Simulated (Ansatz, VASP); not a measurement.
## Cross-check of Y between VASP and Ansatz

Aim: how closely do two programs agree when they are given the same cell, functional and k mesh? The cell is taken from a series of runs on this material, whose earlier steps may have relaxed, scaled, displaced or heated it; both programs get it as it stands.

Method: plane waves, with VASP 6.6.1 beside it; PBEsol, in Ansatz 0.2.0.

### 1. Starting point

Symmetry: P6_3/mmc, No. 194, hexagonal system. The conventional cell has a = 3.590 Å, b = 3.590 Å, c = 5.638 Å, α = 90.00°, β = 90.00°, γ = 120.00°. Nearest to Y lie 12 Y at 3.50 to 3.59 Å.

Coordinates:

```xyz
2
Lattice="3.5903 0.0000 0.0000 -1.7951 3.1093 0.0000 0.0000 0.0000 5.6378" Properties=species:S:1:pos:R:3 pbc="T T T"
Y     0.0000    2.0729    1.4094
Y     1.7951    1.0364    4.2283
```

### 2. VASP: zone-centre phonons, PBEsol, pair 1

Second derivatives magnify differences that forces hide, and they need a tight electronic threshold.

Lines of VASP's logs that name or quote its potential files are left out, and so is its time.

INCAR

```
SYSTEM = Y
PREC = Accurate
ENCUT = 500
EDIFF = 1E-08
NELM = 120
ISMEAR = 1
SIGMA = 0.2
LREAL = .FALSE.
ALGO = Normal
GGA = PS
NBANDS = 17
LASPH = .TRUE.
LORBIT = 11
LWAVE = .FALSE.
LCHARG = .FALSE.
ISIF = 2
IBRION = 8
GGA_COMPAT = .FALSE.
KPAR = 2
```

POSCAR

```
Y
1.0
    3.5902998193      0.0000000000      0.0000000000
   -1.7951499097      3.1092908507      0.0000000000
    0.0000000000      0.0000000000      5.6377822680
Y
2
Direct
    0.3333333330      0.6666666670      0.2500000000
    0.6666666670      0.3333333330      0.7500000000
```

KPOINTS

```
Automatic mesh
0
Gamma
15 15 8
0 0 0
```

PAW data sets: Y_sv (PBE family, release 64).

The run is started by

```bash
$ mpirun -np 2 vasp_std
```

Numbers of over 12 decimals in the logs are rounded to 6 here.

Output:

```text
[banner, memory and clock lines left out]
running    2 mpi-ranks, on    1 nodes
 distrk:  each k-point on    1 cores,    2 groups
 distr:  one band on    1 cores,    1 groups

 POSCAR found type information on POSCAR Y
 POSCAR found :  1 types and       2 ions
|                                                                             |
|               ----> ADVICE to this user running VASP <----                  |
|                                                                             |
|     You enforced a specific xc type in the INCAR file but a different       |
|     [... a line on the potential file left out ...]
|     I HOPE YOU KNOW WHAT YOU ARE DOING!                                     |
|                                                                             |

 LDA part: xc-table for (Slater+PW92), standard interpolation
 POSCAR, INCAR and KPOINTS ok, starting setup
 FFT: planning ... GRIDC
 FFT: planning ... GRID_SOFT
 FFT: planning ... GRID
 WAVECAR not read
 entering main loop
       N       E                     dE             d eps       ncg     rms          rms(c)
DAV:   1     0.836276308304E+02    0.83628E+02   -0.11237E+04  4598   0.120E+03
DAV:   2    -0.699864536141E+01   -0.90626E+02   -0.89403E+02  5803   0.260E+02
DAV:   3    -0.139129234724E+02   -0.69143E+01   -0.68559E+01  8229   0.436E+01
DAV:   4    -0.140750232061E+02   -0.16210E+00   -0.16200E+00  5510   0.688E+00
DAV:   5    -0.140784431345E+02   -0.34199E-02   -0.34194E-02  6855   0.781E-01    0.340E+01
DAV:   6    -0.137137008989E+02    0.36474E+00   -0.45306E-01  4938   0.429E+00    0.210E+01
DAV:   7    -0.136510297808E+02    0.62671E-01   -0.88078E-01  6194   0.544E+00    0.180E+00
DAV:   8    -0.136382438242E+02    0.12786E-01   -0.15321E-01  5740   0.238E+00    0.795E-01
DAV:   9    -0.136377663903E+02    0.47743E-03   -0.45417E-03  6513   0.435E-01    0.327E-01
DAV:  10    -0.136378174487E+02   -0.51058E-04   -0.11811E-03  5476   0.311E-01    0.165E-01
DAV:  11    -0.136378046345E+02    0.12814E-04   -0.64063E-05  6949   0.662E-02    0.302E-02
DAV:  12    -0.136378013419E+02    0.32925E-05   -0.13574E-05  5656   0.318E-02    0.208E-02
DAV:  13    -0.136378024873E+02   -0.11453E-05   -0.37111E-06  5236   0.184E-02    0.251E-03
DAV:  14    -0.136378026304E+02   -0.14317E-06   -0.19615E-07  7593   0.263E-03    0.937E-04
DAV:  15    -0.136378025333E+02    0.97170E-07   -0.18872E-08  4200   0.131E-03    0.817E-04
DAV:  16    -0.136378025564E+02   -0.23095E-07   -0.15968E-09  3230   0.325E-04    0.170E-04
DAV:  17    -0.136378025473E+02    0.90745E-08   -0.32416E-10  2960   0.153E-04
   1 F= -.13637803E+02 E0= -.13636794E+02  d E =-.302612E-02
 Linear response reoptimize wavefunctions to high precision
DAV:   1    -0.136378025405E+02    0.67625E-08   -0.17978E-10  3297   0.114E-04
DAV:   2    -0.136378025405E+02    0.63665E-11   -0.44594E-11  2896   0.411E-05
 Linear response DOF=           2
 Linear response progress:
  Degree of freedom:   1/  2
       N       E                     dE             d eps       ncg     rms          rms(c)
RMM:   1    -0.269707405773E+00   -0.26971E+00    0.40599E+00 22626   0.108E+01
RMM:   2    -0.256916020927E+00    0.12791E-01   -0.19423E-01 33205   0.201E+00    0.168E-01
RMM:   3    -0.258391877744E+00   -0.14759E-02   -0.15392E-02 38915   0.609E-01    0.806E-02
RMM:   4    -0.258764773998E+00   -0.37290E-03   -0.25914E-03 45551   0.219E-01    0.295E-02
RMM:   5    -0.258821310725E+00   -0.56537E-04   -0.48301E-04 47544   0.939E-02    0.182E-02
RMM:   6    -0.258731046168E+00    0.90265E-04   -0.12942E-04 48346   0.364E-02    0.585E-03
RMM:   7    -0.258680456555E+00    0.50590E-04   -0.14295E-04 48628   0.190E-02    0.202E-03
RMM:   8    -0.258669985130E+00    0.10471E-04   -0.13072E-04 49440   0.105E-02    0.167E-03
RMM:   9    -0.258653524409E+00    0.16461E-04   -0.86796E-05 48897   0.685E-03    0.657E-04
RMM:  10    -0.258655785252E+00   -0.22608E-05   -0.59758E-05 49207   0.467E-03    0.734E-04
RMM:  11    -0.258652100046E+00    0.36852E-05   -0.36741E-05 48699   0.359E-03    0.180E-04
RMM:  12    -0.258652361634E+00   -0.26159E-06   -0.25315E-05 49852   0.285E-03    0.331E-04
RMM:  13    -0.258651128322E+00    0.12333E-05   -0.16720E-05 48486   0.240E-03    0.527E-05
RMM:  14    -0.258651217206E+00   -0.88883E-07   -0.12773E-05 48889   0.206E-03    0.240E-04
RMM:  15    -0.258651593154E+00   -0.37595E-06   -0.92474E-06 49327   0.180E-03    0.374E-04
RMM:  16    -0.258651197771E+00    0.39538E-06   -0.71311E-06 47488   0.162E-03    0.302E-04
RMM:  17    -0.258651121640E+00    0.76131E-07   -0.55282E-06 49119   0.145E-03    0.318E-04
RMM:  18    -0.258651079065E+00    0.42575E-07   -0.45036E-06 48641   0.133E-03    0.353E-04
 first order change of Fermi-energy   0.25765E-04
 force on displaced ion       1 direction 1 :  -1.253   0.000   0.000
 Linear response progress:
  Degree of freedom:   2/  2
       N       E                     dE             d eps       ncg     rms          rms(c)
RMM:   1    -0.313668644620E+00   -0.31367E+00    0.42094E+00  7648   0.108E+01
RMM:   2    -0.304627649045E+00    0.90410E-02   -0.19750E-01 11404   0.197E+00    0.346E-01
RMM:   3    -0.307075162550E+00   -0.24475E-02   -0.13928E-02 12630   0.582E-01    0.162E-01
RMM:   4    -0.307721559391E+00   -0.64640E-03   -0.21693E-03 14758   0.226E-01    0.273E-02
RMM:   5    -0.307636277832E+00    0.85282E-04   -0.41320E-04 15379   0.935E-02    0.203E-02
RMM:   6    -0.307525840213E+00    0.11044E-03   -0.96328E-05 16079   0.417E-02    0.852E-03
RMM:   7    -0.307353910597E+00    0.17193E-03   -0.48062E-05 15771   0.180E-02    0.569E-03
RMM:   8    -0.307334642851E+00    0.19268E-04   -0.53548E-05 16055   0.970E-03    0.130E-03
RMM:   9    -0.307323358751E+00    0.11284E-04   -0.32895E-05 16426   0.557E-03    0.624E-04
RMM:  10    -0.307313751022E+00    0.96077E-05   -0.19911E-05 16288   0.362E-03    0.285E-04
RMM:  11    -0.307316563164E+00   -0.28121E-05   -0.10462E-05 16422   0.262E-03    0.186E-04
RMM:  12    -0.307316386939E+00    0.17622E-06   -0.36901E-06 16396   0.205E-03    0.245E-04
RMM:  13    -0.307318753671E+00   -0.23667E-05   -0.22764E-07 16040   0.174E-03    0.515E-04
RMM:  14    -0.307316131867E+00    0.26218E-05    0.10646E-06 15559   0.153E-03    0.256E-04
RMM:  15    -0.307315889691E+00    0.24218E-06    0.12183E-06 16236   0.132E-03    0.275E-04
RMM:  16    -0.307315938359E+00   -0.48669E-07    0.16012E-06 16151   0.118E-03    0.322E-04
RMM:  17    -0.307315855053E+00    0.83307E-07    0.16567E-06 16095   0.108E-03    0.349E-04
RMM:  18    -0.307315839977E+00    0.15076E-07    0.15264E-06 16035   0.991E-04    0.376E-04
RMM:  19    -0.307315756015E+00    0.83962E-07    0.12101E-06 15931   0.923E-04    0.391E-04
RMM:  20    -0.307315680737E+00    0.75278E-07    0.88691E-07 15988   0.867E-04    0.403E-04
 first order change of Fermi-energy   0.43562E-04
 force on displaced ion       1 direction 3 :   0.000  -0.000  -3.528
 Linear response finished
```

OUTCAR, selected parts (step 2):

```text
ion  position               nearest neighbor table
   1  0.333  0.667  0.250-   2 3.50   2 3.50   2 3.50   2 3.50   2 3.50   2 3.50
   2  0.667  0.333  0.750-   1 3.50   1 3.50   1 3.50   1 3.50   1 3.50   1 3.50

  LATTYP: Found a hexagonal cell.
 ALAT       =     3.5902998193
 C/A-ratio  =     1.5702817457

 Subroutine GETGRP returns: Found 24 space group operations
 (whereof 12 operations were pure point group operations)

The static configuration has the point symmetry D_3d.
 The point group associated with its full space group is D_6h.

 Found    135 irreducible k-points:

   k-points           NKPTS =    135   k-points in BZ     NKDIM =    135   number of bands    NBANDS=     17

   dimension x,y,z NGX =    28 NGY =   28 NGZ =   42
   dimension x,y,z NGXF=    56 NGYF=   56 NGZF=   84

   ENCUT  =  500.0 eV  36.75 Ry    6.06 a.u.   6.55  6.55 10.28*2*pi/ulx,y,z

   NELECT =      22.0000    total number of electrons

 k-points in reciprocal lattice and weights: Automatic mesh
   0.00000000  0.00000000  0.00000000       0.001
   0.06666667  0.00000000  0.00000000       0.003
   0.13333333 -0.00000000  0.00000000       0.003
   0.20000000 -0.00000000  0.00000000       0.003
   0.26666667 -0.00000000  0.00000000       0.003
   0.33333333 -0.00000000  0.00000000       0.003
   0.40000000 -0.00000000  0.00000000       0.003
   0.46666667 -0.00000000  0.00000000       0.003
   0.06666667  0.06666667  0.00000000       0.003
[...]
0.33333333  0.26666667  0.50000000       0.007
   0.33333333  0.33333333  0.50000000       0.001

 average (electrostatic) potential at core
       1 -37.2363       2 -37.2363

  Total       -0.0528371     -0.0528371     -0.3326552      0.0000000      0.0000000      0.0000000
  in kB       -1.3450824     -1.3450824     -8.4684617      0.0000000      0.0000000      0.0000000
  external PRESSURE =      -3.7195422 kB  Pullay stress =       0.0000000 kB

  energy-cutoff  :      500.00
  volume of cell :       62.94
      direct lattice vectors                 reciprocal lattice vectors
     3.590299819  0.000000000  0.000000000     0.278528271  0.160808372  0.000000000
    -1.795149910  3.109290851  0.000000000     0.000000000  0.321616744  0.000000000
     0.000000000  0.000000000  5.637782268     0.000000000  0.000000000  0.177374711

 POSITION                                       TOTAL-FORCE (eV/Angst)
 -----------------------------------------------------------------------------------
     -0.00000      2.07286      1.40945         0.000000      0.000000      0.000000
      1.79515      1.03643      4.22834        -0.000000     -0.000000      0.000000
 -----------------------------------------------------------------------------------
    total drift:                               -0.000000      0.000000     -0.000000

 Eigenvectors and eigenvalues of the dynamical matrix
 ----------------------------------------------------

   1 f  =    4.404033 THz    27.671354 2PiTHz  146.902718 cm-1    18.213608 meV
             X         Y         Z           dx          dy          dz
     -0.000000  2.072861  1.409446    -0.000000    0.000000   -0.707107
      1.795150  1.036430  4.228337     0.000000    0.000000    0.707107

   2 f  =    2.624820 THz    16.492228 2PiTHz   87.554556 cm-1    10.855377 meV
             X         Y         Z           dx          dy          dz
     -0.000000  2.072861  1.409446     0.572939   -0.414417   -0.000000
      1.795150  1.036430  4.228337    -0.572939    0.414417    0.000000

   3 f  =    2.624820 THz    16.492228 2PiTHz   87.554556 cm-1    10.855377 meV
             X         Y         Z           dx          dy          dz
     -0.000000  2.072861  1.409446     0.414417    0.572939   -0.000000
      1.795150  1.036430  4.228337    -0.414417   -0.572939    0.000000

   4 f  =    0.000000 THz     0.000000 2PiTHz    0.000000 cm-1     0.000000 meV
             X         Y         Z           dx          dy          dz
     -0.000000  2.072861  1.409446     0.000000    0.000000    0.707107
      1.795150  1.036430  4.228337    -0.000000    0.000000    0.707107

   5 f/i=    0.000000 THz     0.000000 2PiTHz    0.000001 cm-1     0.000000 meV
             X         Y         Z           dx          dy          dz
     -0.000000  2.072861  1.409446    -0.601071    0.372442   -0.000000
      1.795150  1.036430  4.228337    -0.601071    0.372442    0.000000

   6 f/i=    0.000000 THz     0.000000 2PiTHz    0.000002 cm-1     0.000000 meV
             X         Y         Z           dx          dy          dz
     -0.000000  2.072861  1.409446    -0.372442   -0.601071   -0.000000
      1.795150  1.036430  4.228337    -0.372442   -0.601071    0.000000

 ELASTIC MODULI CONTR FROM IONIC RELAXATION (kBar)
 Direction    XX          YY          ZZ          XY          YZ          ZX
 --------------------------------------------------------------------------------
 XX         -35.8340     35.8340     -0.0000      0.0000      0.0000     -0.0000
 YY          35.8340    -35.8340      0.0000      0.0000      0.0000     -0.0000
 ZZ          -0.0000      0.0000     -0.0000     -0.0000      0.0000      0.0000
 XY           0.0000      0.0000     -0.0000    -35.8340      0.0000     -0.0000
 YZ           0.0000      0.0000      0.0000      0.0000      0.0000      0.0000
 ZX          -0.0000     -0.0000      0.0000     -0.0000      0.0000     -0.0000
 --------------------------------------------------------------------------------
```

### 3. Ansatz: zone-centre phonons, PBEsol, pair 1

Ansatz runs on its PAW soft_1 files.

The same cell, functional, mesh and smearing now go to Ansatz, which takes its cutoff from its data sets.

input.yaml

```yaml
crystal:
  lattice:
    - [3.5902998193, 0.0, 0.0]
    - [-1.7951499097, 3.1092908507, 0.0]
    - [0.0, 0.0, 5.637782268]
  atoms:
    - { symbol: "Y", position: [0.333333333, 0.666666667, 0.25] }
    - { symbol: "Y", position: [0.666666667, 0.333333333, 0.75] }
kpoints:
  mp_grid: { grid: [15, 15, 8] }
hamiltonian:
  xc: pbesol
  pseudopotentials: { kind: paw, azcp: { folder: soft_1 }, xc_functional: pbe }
scf:
  occupations: { method: methfessel_paxton, width: 0.2 }
output:
  eigenvalues: true
phonons:
  method: dfpt
```

The run is started by

```bash
$ ansatz run input.yaml --threads 4 --pin off --max-ram 10240MiB --backend cpu --events-out ev --progress --plain --runs-dir out
```

Output:

```text
zone centre: on kpoints.mp_grid the ground state, and the responses unless they are solved on pairs of k-points, stand on 320 of the mesh's 1800 k-points, reduced under 4 symmetry operations, with k and −k counted as one. Each operation leaves every solved displacement unchanged or reverses it
Engine: ansatz 0.2.0, x86_64-unknown-linux-gnu
Pseudopotentials: kind: paw
Pseudopotential: Y, paw, valence charge 11, recommended cutoff 420 eV (normal), soft_1/Y.paw.azcp
Functional definition: PBEsol
  exchange = pbesol_x
  correlation = pbesol_c
Crystal: 2 atoms, lattice volume = 62.936 Å³
Basis set: ecut = 420 eV, 1225 PW (Γ), exchange–correlation on 48×48×80 points (8 copies of the dense FFT grid, shifted against one another)
Bands: 15, of which v1, the nominal top of the filled ones, is band 11 counted from 1 (10 counted from 0)
Symmetry: 24 space group operations
k-points: 320 of 1800 (irreducible under 4 space group operations, time reversal used)
Non-local potential: Y, projectors of the file, l = 0: 3, l = 1: 2, l = 2: 2, l = 3: 1
PAW form: soft (Blöchl's): semilocal exchange-correlation on the pseudo side does not see the compensation charge
PAW frozen core: Y, regenerated for the run's functional, and the local potential with it (the file was generated under x = pbe(κ = 0.804, μ = 0.219515), c = pbe(β = 0.066725))
PAW one-centre angular grid: Y, 590 points (default); XC on 64 Gauss nodes
Initial density: superposition of atomic densities (chi_scale 0.1, normalization cell)
Initial wavefunctions: pseudopotential atomic-orbital guess
Functional: x = pbesol(κ = 0.804, μ = 0.123457), c = pbesol(β = 0.046)
SCF iter   1: F=—  HF=-7590.250745 eV  |F-HF|=—  |Δ(HF+E_count)|=         —  Δρ=1.38e-2  dr2=1.89e-1  ethr=3.10e-3  ⟨swp⟩=4.4  Hψ=20284  notcnv=0
preconditioner: auto → Kerker (q_TF=auto, 2.290 Å⁻¹)  [metal: Δε(μ)=0.018 eV  Ē_g=2.654 eV  σ=0.200 eV  W_gap=0.08  n_scr=10 (ndim 8)  ℏωp=11.5 eV  f_vac=0.000  D(μ)=3.91/eV (n_scr^D=36)]
SCF iter   2: F=—  HF=-7590.210198 eV  |F-HF|=—  |Δ(HF+E_count)|=   4.05e-2  S|Δr|=    0.00e0  Δρ=8.69e-3  dr2=7.48e-2  ethr=8.60e-4  ⟨swp⟩=1.0  Hψ=7360  notcnv=0
SCF iter   3: F=—  HF=-7590.185521 eV  |F-HF|=—  |Δ(HF+E_count)|=   2.47e-2  S|Δr|=    0.00e0  Δρ=1.39e-3  dr2=1.21e-3  ethr=3.40e-4  ⟨swp⟩=2.9  Hψ=8459  notcnv=0
SCF iter   4: F=—  HF=-7590.185444 eV  |F-HF|=—  |Δ(HF+E_count)|=   7.69e-5  S|Δr|=    0.00e0  Δρ=2.04e-4  dr2=2.31e-5  ethr=5.52e-6  ⟨swp⟩=2.0  Hψ=5885  notcnv=0
SCF iter   5: F=—  HF=-7590.185440 eV  |F-HF|=—  |Δ(HF+E_count)|=   4.45e-6  S|Δr|=    0.00e0  Δρ=4.74e-5  dr2=9.20e-7  ethr=1.05e-7  ⟨swp⟩=2.0  Hψ=8353  notcnv=0
SCF iter   6: F=—  HF=-7590.185439 eV  |F-HF|=—  |Δ(HF+E_count)|=   2.99e-7  S|Δr|=    0.00e0  Δρ=7.76e-6  dr2=3.04e-8  ethr=4.18e-9  ⟨swp⟩=1.0  Hψ=4814  notcnv=0
SCF iter   7: F=—  HF=-7590.185439 eV  |F-HF|=—  |Δ(HF+E_count)|=   5.15e-9  S|Δr|=    0.00e0  Δρ=1.48e-6  dr2=1.03e-9  ethr=1.38e-10  ⟨swp⟩=2.2  Hψ=7528  notcnv=0
SCF iter   8: F=-7590.185439 eV  HF=-7590.185439 eV  |F-HF|=6.37e-12  |Δ(HF+E_count)|=  1.35e-10  S|Δr|=    0.00e0  Δρ=1.26e-7  dr2=7.35e-12  ethr=1.00e-12  ⟨swp⟩=4.0  Hψ=23653  notcnv=0
the search or the solves at the SCF's close seem to have found levels that the self-consistency loop had missed (the run counts 2). By its estimate they hold under 1e-12 electrons; where the run keeps them, the occupations were computed again with them
SCF 1 converged in 8 iterations: F = -7590.185439 eV  dr2 = 7.35e-12
  greatest PAW one-centre occupation: 0.993 electrons in one spin orbital (limit 2), on the Y atom at site 1 (counted from 0), in its partial waves of l = 0
DFPT response loops at Γ: preconditioner auto → Kerker (q_TF=auto, 2.290 Å⁻¹) (partly filled bands, converged f_vac=0.000); β = 1.00, the filter's whole step (`scf.mixing.beta` (0.50) is not read by the response loops under this deck's `scf.mixing.preconditioner`; to damp them name `kerker` or `kerker_dos`, under which they read `scf.mixing.beta`, and type it under 1.00, their step now; both keys bind the ground state too); Broyden in place of MSR1
SCF converged after 8 iterations
Stability not checked: this state was not tested for a lower state beside it, because cold or Methfessel-Paxton smearing, or corrected tetrahedra, fill the levels in a way that the test cannot read (fill_not_monotonic; see scf.lower_state_search)
Free energy (F): -7590.185439 eV
Harris-Foulkes:  -7590.185439 eV  (|F-HF|=6.37e-12)
Internal energy: -7590.182372 eV  (E = F + TS)
E sigma→0 (E₀):  -7590.184673 eV
Entropy (-TS):   -0.003067 eV (-1.534 meV/atom)
Fermi energy:    9.752690 eV
--- Per-component energies (eV) ---
  E_band       = -231.804399
  E_kinetic    = 631.384337
  E_local      = -1175.836841  (includes V_loc(G=0)·N_el)
  E_nonlocal   = 57.255507
  E_hartree    = 371.722404
  E_xc         = -353.740601
  E_vxc        = -408.860861  (∫ρ·V_xc dr)
  E_paw        = -5527.689479  (= ΣΔE_a)
  E_vpaw       = -79.191405  (= ΣTr[D̂ρ^β])
  E_aug_tail   = 0.000046  (compensation charges beyond the density's cutoff)
  E_ewald      = -1593.575291
  E_core_change = 0.297547  (= ΣΔE_core)
  E_smearing   = -0.003067  (= −TS)
  E_closure    = -0.000000  (closes the sum)
  Σ components = -7590.185439   (vs F -7590.185439, Δ=0.00e0)
--- Band table (eV; the first three rows and the last of 320) ---
  k-point 0: bands = [... 7 lower, -12.3781, 5.0257, 7.8261, 10.7757, 11.5301, 11.5301, 11.8408, 12.1679]
  k-point 1: bands = [... 7 lower, -12.4063, 5.1329, 7.7634, 10.6649, 11.4680, 11.4680, 11.7360, 12.0745]
  k-point 2: bands = [... 7 lower, -12.4316, 5.4432, 7.5315, 10.4890, 11.3792, 11.3792, 11.4523, 11.8576]
  k-point 319: bands = [... 7 lower, -12.5093, 8.3764, 8.3764, 9.9028, 9.9028, 10.5214, 10.5214, 12.3403]
--- Phonons (Γ-DFPT): 2 representative perturbations + reference, on 320 of 1800 k-points (Σ response iterations 6) ---
  k mesh reduced under 4 symmetry operations, with k and −k counted as one. Each operation leaves every solved displacement unchanged or reverses it
  ASR residual: 2.403e-5 → 0.000e0 eV/Å²; symmetrization residual: 1.431e-10 eV/Å²
  ASR residual per site (eV/Å²): 2.40e-5 2.40e-5
  Γ frequencies (cm⁻¹): 0.00 0.00 0.00 87.33 87.33 147.30
  non-analytic LO–TO correction: not included (Born effective charges unavailable; polar crystals: no LO–TO splitting at Γ)
```

### 4. Differences

Known differences besides the potentials themselves: the cutoff is 420 eV in Ansatz and 500 eV in VASP; Ansatz makes its cores anew for this functional, VASP keeps those of its PBE data sets. Total energies have different zeros and are not compared.

Compared:

| quantity | Ansatz | VASP | difference |
| --- | --- | --- | --- |
| optical mode 1 to 2 (cm⁻¹) | 87.3 | 87.6 | -0.26 % |
| optical mode 3 (cm⁻¹) | 147.3 | 146.9 | +0.27 % |

Modes are paired by rising frequency, not by their patterns, so a pair may set unlike modes beside each other; they are those without the splitting of longitudinal modes.

(Continued in part 2 of 2.)

[Lines on the potential files, build, host, timing and source positions are cut from VASP's logs without a mark.]

[Logs are printed without paths, hosts, clocks, repeated set-up lines and the standing remarks that a program may print on its own settings, such as how far it seeks lower states.]

[Hosts, paths, dates, database ids (printed as entryN), source tags and the programs' standing remarks are cut or masked in the printed files.]
